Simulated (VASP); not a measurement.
Computed with r2SCAN meta-GGA, VASP's PBE PAW potentials (set 64) (plane waves; VASP 6.6.1).

A VASP calculation is set up with these files.

File KPOINTS:
```
Automatic mesh
0
gamma
7 7 6
```

**POSCAR**
```
TiSi
1
    4.3873033004     0.0000000000     0.0000000000
   -2.1936516502     3.7995162921     0.0000000000
    0.0000000000     0.0000000000     4.9334919754
Ti Si
2 2
Direct
  0.3333330000   0.6666670000   0.9375274884
  0.6666670000   0.3333330000   0.4375274884
  0.3333330000   0.6666670000   0.4374725116
  0.6666670000   0.3333330000   0.9374725116
```

### INCAR
```
SYSTEM = TiSi
PREC = Accurate
ENCUT = 400
EDIFF = 1E-6
NELM = 100
ALGO = Normal
LREAL = .FALSE.
LASPH = .TRUE.
ISMEAR = 1
SIGMA = 0.1
METAGGA = R2SCAN
LMIXTAU = .TRUE.
LMAXMIX = 4
LWAVE = .FALSE.
LCHARG = .FALSE.
IBRION = 2
ISIF = 3
NSW = 60
EDIFFG = -0.02
```

POTCAR, in this order: Ti_sv Si (PBE.64 set). Program: vasp_std.

Output of the run:

**OUTCAR**
```
 ion  position               nearest neighbor table
   1  0.333  0.667  0.938-   3 2.47   3 2.47   4 2.53   4 2.53   4 2.53
   2  0.667  0.333  0.438-   4 2.47   4 2.47   3 2.53   3 2.53   3 2.53
   3  0.333  0.667  0.437-   1 2.47   1 2.47   2 2.53   2 2.53   2 2.53
   4  0.667  0.333  0.937-   2 2.47   2 2.47   1 2.53   1 2.53   1 2.53
  LATTYP: Found a hexagonal cell.
 ALAT       =     4.3873033004
 C/A-ratio  =     1.1244930285
 Subroutine PRICEL returns:
 Original cell was already a primitive cell.
 Subroutine GETGRP returns: Found 12 space group operations
The static configuration has the point symmetry C_3v.
 The point group associated with its full space group is C_6v.
The dynamic configuration has the point symmetry C_3v.
 Subroutine INISYM returns: Found 12 space group operations
 Subroutine IBZKPT returns following result:
 Found     32 irreducible k-points:

 Following reciprocal coordinates:
            Coordinates               Weight
  0.000000  0.000000  0.000000      1.000000
  0.142857  0.000000  0.000000      6.000000
  0.285714 -0.000000  0.000000      6.000000
  0.428571  0.000000  0.000000      6.000000
  0.142857  0.142857  0.000000      6.000000
  0.285714  0.142857  0.000000     12.000000
  0.428571  0.142857  0.000000      6.000000
  0.285714  0.285714  0.000000      6.000000
  0.000000  0.000000  0.166667      2.000000
  0.142857  0.000000  0.166667     12.000000
  0.285714 -0.000000  0.166667     12.000000
  0.428571  0.000000  0.166667     12.000000
  0.142857  0.142857  0.166667     12.000000
  0.285714  0.142857  0.166667     24.000000
  0.428571  0.142857  0.166667     12.000000
  0.285714  0.285714  0.166667     12.000000
  0.000000  0.000000  0.333333      2.000000
  0.142857  0.000000  0.333333     12.000000
  0.285714 -0.000000  0.333333     12.000000
  0.428571  0.000000  0.333333     12.000000
...
```

**OSZICAR**
```
       N       E                     dE             d eps       ncg     rms          rms(c)
DAV:   1     0.284379713863E+03    0.28438E+03   -0.14573E+04  1288   0.146E+03
DAV:   2    -0.141191138292E+02   -0.29850E+03   -0.29101E+03  1324   0.452E+02
DAV:   3    -0.519712066898E+02   -0.37852E+02   -0.37008E+02  2416   0.134E+02
DAV:   4    -0.553389256195E+02   -0.33677E+01   -0.33535E+01  1708   0.372E+01
DAV:   5    -0.556168955825E+02   -0.27797E+00   -0.27782E+00  2028   0.841E+00    0.176E+01
DAV:   6    -0.455977896961E+02    0.10019E+02   -0.45419E+01  1676   0.703E+01    0.599E+00
DAV:   7    -0.437573557451E+02    0.18404E+01   -0.47770E+00  1660   0.203E+01    0.360E+00
DAV:   8    -0.432109056751E+02    0.54645E+00   -0.21590E+00  1860   0.956E+00    0.192E+00
DAV:   9    -0.436834133350E+02   -0.47251E+00   -0.31100E-01  1552   0.435E+00    0.104E+00
DAV:  10    -0.438205400725E+02   -0.13713E+00   -0.37414E-01  1524   0.505E+00    0.407E-01
DAV:  11    -0.438757401021E+02   -0.55200E-01   -0.68999E-02  1356   0.227E+00    0.137E-01
DAV:  12    -0.438790324745E+02   -0.32924E-02   -0.37667E-03  1700   0.452E-01    0.657E-02
DAV:  13    -0.438784002273E+02    0.63225E-03   -0.21509E-03  1500   0.460E-01    0.514E-02
DAV:  14    -0.438794970080E+02   -0.10968E-02   -0.99148E-04  1336   0.325E-01    0.124E-02
DAV:  15    -0.438797269078E+02   -0.22990E-03   -0.15666E-04  1460   0.132E-01    0.115E-02
DAV:  16    -0.438797315047E+02   -0.45969E-05   -0.19631E-05  1564   0.373E-02    0.456E-03
DAV:  17    -0.438797372514E+02   -0.57468E-05   -0.10886E-05  1136   0.335E-02    0.282E-03
DAV:  18    -0.438797426017E+02   -0.53502E-05   -0.19360E-06   852   0.151E-02    0.926E-04
DAV:  19    -0.438797420509E+02    0.55079E-06   -0.37605E-07   684   0.691E-03
   1 F= -.43879742E+02 E0= -.43879801E+02  d E =-.438797E+02
```

### OUTCAR
```
------------------------ aborting loop because EDIFF is reached ----------------------------------------
  FORCE on cell =-STRESS in cart. coord.  units (eV):
  Direction    XX          YY          ZZ          XY          YZ          ZX
  --------------------------------------------------------------------------------------
  Total        0.0136011      0.0136011      0.0074157     -0.0000000      0.0000000      0.0000000
  in kB        0.2649744      0.2649745      0.1444718     -0.0000000      0.0000000      0.0000000
  external PRESSURE =       0.2248069 kB  Pullay stress =       0.0000000 kB
  volume of cell :       82.24
      direct lattice vectors                 reciprocal lattice vectors
     4.387303300  0.000000000  0.000000000     0.227930446  0.131595698  0.000000000
    -2.193651650  3.799516292  0.000000000     0.000000000  0.263191397  0.000000000
     0.000000000  0.000000000  4.933491975     0.000000000  0.000000000  0.202696185
 POSITION                                       TOTAL-FORCE (eV/Angst)
 -----------------------------------------------------------------------------------
     -0.00000      2.53301      4.62528        -0.000000     -0.000000     -0.003128
      2.19365      1.26650      2.15854         0.000000      0.000000     -0.003128
     -0.00000      2.53301      2.15827        -0.000000     -0.000000      0.003128
      2.19365      1.26650      4.62501        -0.000000     -0.000000      0.003128
 -----------------------------------------------------------------------------------
    total drift:                               -0.003427      0.001979     -0.000058
  FREE ENERGIE OF THE ION-ELECTRON SYSTEM (eV)
  ---------------------------------------------------
  free  energy   TOTEN  =       -43.8797420509 eV

  energy  without entropy=      -43.8799195238  energy(sigma->0) =      -43.87980121

 reached required accuracy - stopping structural energy minimisation
```
(Selected blocks of OUTCAR.)

**OUTCAR**
```
 val. band max:        5.4748586923   @ k =   0.1429   0.1429   0.0000

 cond. band min:       5.5445446767   @ k =   0.1429   0.0000   0.0000


 Fermi energy:         5.5066977604

 k-point     1 :       0.0000    0.0000    0.0000
  band No.  band energies     occupation
      1     -53.6109      2.00000
      2     -53.5986      2.00000
      3     -28.9619      2.00000
      4     -28.9618      2.00000
      5     -28.9262      2.00000
      6     -28.9261      2.00000
      7     -28.6821      2.00000
      8     -28.5988      2.00000
      9      -3.9357      2.00000
     10      -0.9361      2.00000
     11       3.1615      2.00000
     12       3.6473      2.00000
     13       3.6473      2.00000
     14       4.2836      2.00000
     15       4.2836      2.00000
     16       5.7806     -0.00074
     17       5.7807     -0.00074
     18       6.2176     -0.00000
     19       7.6143      0.00000
     20       7.6143      0.00000

 k-point     2 :       0.1429    0.0000    0.0000
  band No.  band energies     occupation
      1     -53.6102      2.00000
      2     -53.5990      2.00000
      3     -28.9632      2.00000
      4     -28.9624      2.00000
      5     -28.9289      2.00000
      6     -28.9255      2.00000
      7     -28.6784      2.00000
      8     -28.6024      2.00000
      9      -3.7649      2.00000
     10      -0.9632      2.00000
     11       3.2379      2.00000
     12       3.4949      2.00000
     13       3.6502      2.00000
     14       4.1343      2.00000
     15       4.5200      2.00000
     16       5.5445      0.40745
     17       5.6743     -0.03919
     18       6.3741     -0.00000
     19       7.7061      0.00000
     20       7.7577      0.00000

 k-point     3 :       0.2857   -0.0000    0.0000
  band No.  band energies     occupation
      1     -53.6086      2.00000
      2     -53.6003      2.00000
      3     -28.9661      2.00000
      4     -28.9632      2.00000
      5     -28.9353      2.00000
...
```

The structure was generated: TiSi was put into the wurtzite type (P6_3mc), which need not be its known phase. It was relaxed first, which changed the volume by -33 %. The relaxed cell has space group P6_3/mmc. The start is the result of an earlier pass.
